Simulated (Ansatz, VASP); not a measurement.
# TiSi2 (Zhiqinite) in two plane-wave programs, part 2 of 2

Wanted: the spread between two codes on one cell, functional and k mesh. The structure shown is the start of the Ansatz relaxation below; VASP solves that cell, so the two are compared at the walk's first step.

VASP 6.6.1 and Ansatz 0.2.0.

So far. Step 4 (Side by side): The forces differ by 0.27 meV/Å r.m.s.; no other quantity is compared for this pair.

### Step 6. Ansatz: relaxation, PBEsol

Level of this step: Ansatz beside VASP: Kohn-Sham DFT, plane waves, PBEsol (Ansatz).

The two programs are compared at the cell with which this relaxation starts, whose forces are those of its first step. The cell compared in this pair holds 84.14 Å³, against 83.54 Å³ for the pair before.

The structure compared here is the start of the Ansatz relaxation; VASP solves that cell, so the two are compared at the walk's first step.

Input file input.yaml:

```yaml
crystal:
  lattice:
    - [0.0, 4.0862351067, 4.3356389503]
    - [2.3745804694, 0.0, 4.3356389503]
    - [2.3745804694, 4.0862351067, 0.0]
  atoms:
    - { symbol: Si, position: [0.0865779111, 0.4134220889, 0.0865779111] }
    - { symbol: Si, position: [0.4134220889, 0.0865779111, 0.4134220889] }
    - { symbol: Si, position: [0.1634220889, 0.8365779111, 0.1634220889] }
    - { symbol: Si, position: [0.8365779111, 0.1634220889, 0.8365779111] }
    - { symbol: Ti, position: [0.75, 0.75, 0.75] }
    - { symbol: Ti, position: [0.5, 0.5, 0.5] }
  conventional_axes: [[-1, 1, 1], [1, -1, 1], [1, 1, -1]]
kpoints:
  mp_grid: { grid: [12, 12, 12] }
hamiltonian:
  xc: pbesol
  pseudopotentials: { kind: paw, azcp: { folder: soft_1 }, xc_functional: pbe }
scf:
  occupations: { method: methfessel_paxton, width: 0.2 }
output:
  forces: true
  stress: true
  eigenvalues: true
relax:
  adjacent_minimum: "off"
  f_tol: 0.001
  max_steps: 60
  cell: { stress_tol: 0.01, fix: [c, angles] }
```

Run with:

```bash
> ansatz run input.yaml --threads 4 --pin off --max-ram 16384MiB --backend cpu --events-out ev --progress --plain --runs-dir out
```

Numbers of over 12 decimals in the logs are rounded to 6 here.

The log of the run:

```text
[...]
Crystal: 6 atoms, lattice volume = 84.138 Å³
Basis set: ecut = 420 eV, 1629 PW (Γ), exchange–correlation on 80×72×64 points (8 copies of the dense FFT grid, shifted against one another)
Bands: 26, of which v1, the nominal top of the filled ones, is band 20 counted from 1 (19 counted from 0)
Symmetry: 8 space group operations
[...]
k-points: 280 of 1728
[...]
cell:  # Å, volume = 83.9181 Å³
    - [0, 4.084531, 4.3356389503]
    - [2.369357, 0, 4.3356389503]
    - [2.369357, 4.084531, 0]
  atoms:
    - { symbol: Si, position: [0.086929, 0.413071, 0.086929] }
    - { symbol: Si, position: [0.413071, 0.086929, 0.413071] }
    - { symbol: Si, position: [0.163071, 0.836929, 0.163071] }
    - { symbol: Si, position: [0.836929, 0.163071, 0.836929] }
    - { symbol: Ti, position: [0.750000, 0.750000, 0.75] }
    - { symbol: Ti, position: [0.5, 0.500000, 0.5] }
[key lines of the parts left out:]
SCF converged after 5 iterations
Free energy (F): -7437.761135 eV
Fermi energy:    12.516529 eV
P = ⅓ Tr σ = -2.5738 GPa (-25.738 kbar)
```

### Step 7. VASP: single point, PBEsol, start cell, pair 2

The same cell, functional, mesh and smearing now go to VASP, with its own data sets.

Input file INCAR:

```
SYSTEM = TiSi2
PREC = Accurate
ENCUT = 400
EDIFF = 1E-06
NELM = 120
ISMEAR = 1
SIGMA = 0.2
LREAL = .FALSE.
ALGO = Normal
GGA = PS
NBANDS = 26
LASPH = .TRUE.
LORBIT = 11
LWAVE = .FALSE.
LCHARG = .FALSE.
ISIF = 2
GGA_COMPAT = .FALSE.
KPAR = 2
```

Input file POSCAR:

```
TiSi2
1.0
    0.0000000000      4.0862350000      4.3356390000
    2.3745800000      0.0000000000      4.3356390000
    2.3745800000      4.0862350000      0.0000000000
Si Ti
4 2
Direct
    0.0865778068      0.4134220779      0.0865779221
    0.4134220779      0.0865778068      0.4134221932
    0.1634220744      0.8365779256      0.1634220744
    0.8365779256      0.1634220744      0.8365779256
    0.7499997930      0.7500000917      0.7500003294
    0.5000000000      0.5000000000      0.5000000000
```

Input file KPOINTS:

```
Automatic mesh
0
Gamma
12 12 12
0 0 0
```

The projector-augmented-wave data sets are Si and Ti_sv (PBE family, release 64).

Run with:

```bash
> mpirun -np 2 vasp_std
```

The log of the run:

```text
[banner, memory and clock lines left out]
running    2 mpi-ranks, on    1 nodes
[...]
[... a notice as in an earlier step ...]

 LDA part: xc-table for (Slater+PW92), standard interpolation
 POSCAR, INCAR and KPOINTS ok, starting setup
[...]
entering main loop
       N       E                     dE             d eps       ncg     rms          rms(c)
DAV:   1     0.341432140774E+03    0.34143E+03   -0.16587E+04 14560   0.136E+03
DAV:   2    -0.296339815882E+01   -0.34440E+03   -0.33842E+03 14626   0.416E+02
DAV:   3    -0.443809069862E+02   -0.41418E+02   -0.40675E+02 25894   0.121E+02
DAV:   4    -0.472517130177E+02   -0.28708E+01   -0.28621E+01 19640   0.294E+01
[...]
DAV:  12    -0.436336764762E+02    0.62863E-04   -0.88953E-04 20862   0.228E-01    0.151E-02
DAV:  13    -0.436336741513E+02    0.23248E-05   -0.42885E-05 20096   0.579E-02    0.155E-02
DAV:  14    -0.436336732244E+02    0.92694E-06   -0.31159E-06 16778   0.145E-02
   1 F= -.43633673E+02 E0= -.43633540E+02  d E =-.400699E-03
```

Parts of OUTCAR (step 7):

```text
  Total       -0.4246930     -0.1693754     -4.1555983      0.0000000      0.0000000      0.0000000
  in kB       -8.0870938     -3.2252818    -79.1317704      0.0000000      0.0000000      0.0000000
  external PRESSURE =     -30.1480487 kB  Pullay stress =       0.0000000 kB

 POSITION                                       TOTAL-FORCE (eV/Angst)
 -----------------------------------------------------------------------------------
      1.18729      0.70755      2.16782         0.000000      0.017033      0.000000
      1.18729      3.37868      2.16782         0.000000     -0.017033      0.000000
      2.37458      1.33556      4.33564        -0.000000     -0.017033     -0.000000
      2.37458      6.83691      4.33564        -0.000000      0.017033     -0.000000
      3.56187      6.12935      6.50346        -0.000000     -0.000000      0.000000
      2.37458      4.08624      4.33564         0.000000     -0.000000      0.000000
 -----------------------------------------------------------------------------------
    total drift:                               -0.000316     -0.000040      0.000545

  FREE ENERGIE OF THE ION-ELECTRON SYSTEM (eV)
  ---------------------------------------------------
  free  energy   TOTEN  =       -43.6336732244 eV

  energy  without entropy=      -43.6332725254  energy(sigma->0) =      -43.63353966

[... 1 part as in an earlier step ...]

[... 2 further parts left out ...]
[key lines of the parts left out:]
E-fermi :  10.0870
```

The run ends at a pressure of -3.01 GPa, with forces up to 0.017 eV/Å.

### Step 8. Comparison

The forces differ by 0.35 meV/Å r.m.s.; no other quantity is compared for this pair.

### Step 9. Other set-ups

Further runs change the set-up of one program: Ansatz's method, potentials or start, or VASP's data sets, cutoff or form of LDA. The table gives that difference for each run.

| run | r.m.s. force difference (meV/Å) |
| --- | --- |
| as above | 0.35 |
| VASP with a cutoff of 500 eV (perhaps on Ansatz's relaxed cell) | 0.56 |

### Step 10. Ansatz: relaxation, PBEsol

The two programs are compared at the cell with which this relaxation starts, whose forces are those of its first step. The cell compared in this pair holds 85.33 Å³, against 84.14 Å³ for the pair before.

The structure compared here is the start of the Ansatz relaxation; VASP solves that cell, so the two are compared at the walk's first step.

input.yaml, the sections that differ from step 6:

```yaml
crystal:
  lattice:
    - [0.0, 4.0821823987, 4.4206514787]
    - [2.364292272, 0.0, 4.4206514787]
    - [2.364292272, 4.0821823987, 0.0]
  atoms:
    - { symbol: Si, position: [0.087322023, 0.412677977, 0.087322023] }
    - { symbol: Si, position: [0.412677977, 0.087322023, 0.412677977] }
    - { symbol: Si, position: [0.162677977, 0.837322023, 0.162677977] }
    - { symbol: Si, position: [0.837322023, 0.162677977, 0.837322023] }
    - { symbol: Ti, position: [0.75, 0.75, 0.75] }
    - { symbol: Ti, position: [0.5, 0.5, 0.5] }
  conventional_axes: [[-1, 1, 1], [1, -1, 1], [1, 1, -1]]
# kpoints, hamiltonian, scf, output, relax: as in step 6
```

Run with:

```bash
> ansatz run input.yaml --threads 4 --pin off --max-ram 16384MiB --backend cpu --events-out ev --progress --plain --runs-dir out
```

The log of the run:

```text
[...]
Crystal: 6 atoms, lattice volume = 85.332 Å³
Basis set: ecut = 420 eV, 1645 PW (Γ), exchange–correlation on 90×72×64 points (8 copies of the dense FFT grid, shifted against one another)
Bands: 26, of which v1, the nominal top of the filled ones, is band 20 counted from 1 (19 counted from 0)
Symmetry: 8 space group operations
[...]
k-points: 280 of 1728
[...]
cell:  # Å, volume = 85.0962 Å³
    - [0, 4.079523, 4.4206514787]
    - [2.359307, 0, 4.4206514787]
    - [2.359307, 4.079523, 0]
  atoms:
    - { symbol: Si, position: [0.087747, 0.412253, 0.087747] }
    - { symbol: Si, position: [0.412253, 0.087747, 0.412253] }
    - { symbol: Si, position: [0.162253, 0.837747, 0.162253] }
    - { symbol: Si, position: [0.837747, 0.162253, 0.837747] }
    - { symbol: Ti, position: [0.750000, 0.750000, 0.750000] }
    - { symbol: Ti, position: [0.500000, 0.5, 0.5] }
[key lines of the parts left out:]
SCF converged after 4 iterations
Free energy (F): -7437.648844 eV
Fermi energy:    12.317170 eV
P = ⅓ Tr σ = -4.6587 GPa (-46.587 kbar)
```

### Step 11. VASP: single point, PBEsol, start cell, pair 3

The same cell, functional, mesh and smearing now go to VASP, with its own data sets.

INCAR is that of step 7.

Input file POSCAR:

```
TiSi2
1.0
    0.0000000000      4.0821820000      4.4206510000
    2.3642920000      0.0000000000      4.4206510000
    2.3642920000      4.0821820000      0.0000000000
Si Ti
4 2
Direct
    0.0873221064      0.4126780067      0.0873219933
    0.4126781292      0.0873219839      0.4126780161
    0.1626779502      0.8373220498      0.1626779502
    0.8373220498      0.1626779502      0.8373220498
    0.7500001790      0.7499999341      0.7500000659
    0.5000000000      0.5000000000      0.5000000000
```

KPOINTS is that of step 7.

Run with:

```bash
> mpirun -np 2 vasp_std
```

The log of the run:

```text
[... set-up lines as in an earlier step ...]
 entering main loop
       N       E                     dE             d eps       ncg     rms          rms(c)
DAV:   1     0.339492573946E+03    0.33949E+03   -0.16586E+04 14560   0.136E+03
DAV:   2    -0.309184818874E+01   -0.34258E+03   -0.33672E+03 14594   0.415E+02
DAV:   3    -0.443722499751E+02   -0.41280E+02   -0.40576E+02 25948   0.120E+02
DAV:   4    -0.472364847646E+02   -0.28642E+01   -0.28550E+01 19592   0.293E+01
[...]
DAV:  12    -0.435234766979E+02    0.82516E-04   -0.10263E-03 20780   0.241E-01    0.153E-02
DAV:  13    -0.435234757821E+02    0.91587E-06   -0.36070E-05 19984   0.536E-02    0.159E-02
DAV:  14    -0.435234747991E+02    0.98292E-06   -0.34167E-06 18174   0.155E-02
   1 F= -.43523475E+02 E0= -.43523052E+02  d E =-.126878E-02
```

From OUTCAR (step 11):

```text
  Total       -0.4067545     -0.1953622     -7.5547173      0.0000000      0.0000000      0.0000000
  in kB       -7.6371837     -3.6681028   -141.8466557      0.0000000      0.0000000      0.0000000
  external PRESSURE =     -51.0506474 kB  Pullay stress =       0.0000000 kB

 POSITION                                       TOTAL-FORCE (eV/Angst)
 -----------------------------------------------------------------------------------
      1.18215      0.71293      2.21033        -0.000000      0.020711     -0.000000
      1.18215      3.36925      2.21033        -0.000000     -0.020711     -0.000000
      2.36429      1.32816      4.42065         0.000000     -0.020711     -0.000000
      2.36429      6.83620      4.42065         0.000000      0.020711     -0.000000
      3.54644      6.12327      6.63098         0.000000      0.000000      0.000000
      2.36429      4.08218      4.42065         0.000000      0.000000     -0.000000
 -----------------------------------------------------------------------------------
    total drift:                                0.000248      0.000033      0.000086

  FREE ENERGIE OF THE ION-ELECTRON SYSTEM (eV)
  ---------------------------------------------------
  free  energy   TOTEN  =       -43.5234747991 eV

  energy  without entropy=      -43.5222060187  energy(sigma->0) =      -43.52305187

[... 1 part as in an earlier step ...]

[... 2 further parts left out ...]
[key lines of the parts left out:]
E-fermi :   9.9216
```

The run ends at a pressure of -5.11 GPa, with forces up to 0.021 eV/Å.

### Step 12. Comparison

The forces differ by 0.66 meV/Å r.m.s.; no other quantity is compared for this pair.

### Step 13. Further runs

Further runs change the set-up of one program: Ansatz's method, potentials or start, or VASP's data sets, cutoff or form of LDA. The table gives that difference for each run.

| run | r.m.s. force difference (meV/Å) |
| --- | --- |
| as above | 0.66 |
| VASP with a cutoff of 500 eV (perhaps on Ansatz's relaxed cell) | 0.87 |

### Step 14. Summary of results

* r.m.s. force difference (single point, PBEsol, start cell, pair 1): 0.27 meV/Å
* r.m.s. force difference (single point, PBEsol, start cell, pair 2): 0.35 meV/Å
* r.m.s. force difference (single point, PBEsol, start cell, pair 3): 0.66 meV/Å

The r.m.s. force difference is 0.66 meV/Å (single point, PBEsol, start cell, pair 3), within the 12 meV/Å picked in this series as the mark of a large difference. Single point, PBEsol, start cell, pair 1, VASP with a cutoff of 500 eV (perhaps on Ansatz's relaxed cell): r.m.s. force difference goes from 0.27 to 0.58 meV/Å. Single point, PBEsol, start cell, pair 2, VASP with a cutoff of 500 eV (perhaps on Ansatz's relaxed cell): r.m.s. force difference goes from 0.35 to 0.56 meV/Å. Single point, PBEsol, start cell, pair 3, VASP with a cutoff of 500 eV (perhaps on Ansatz's relaxed cell): r.m.s. force difference goes from 0.66 to 0.87 meV/Å. 2 further runs of this series are not shown here. How closely two codes agree says nothing of how well the functional describes the real material.

[Lines on the potential files, build, host, timing and source positions are cut from VASP's logs without a mark.]

[Logs are printed without paths, hosts, clocks, repeated set-up lines and the standing remarks that a program may print on its own settings, such as how far it seeks lower states.]

[Hosts, paths, dates, database ids (printed as entryN), source tags and the programs' standing remarks are cut or masked in the printed files.]

[Rows of further runs with another cutoff or data set may stand on the cell that Ansatz relaxed, not on the start cell of the pair above them.]
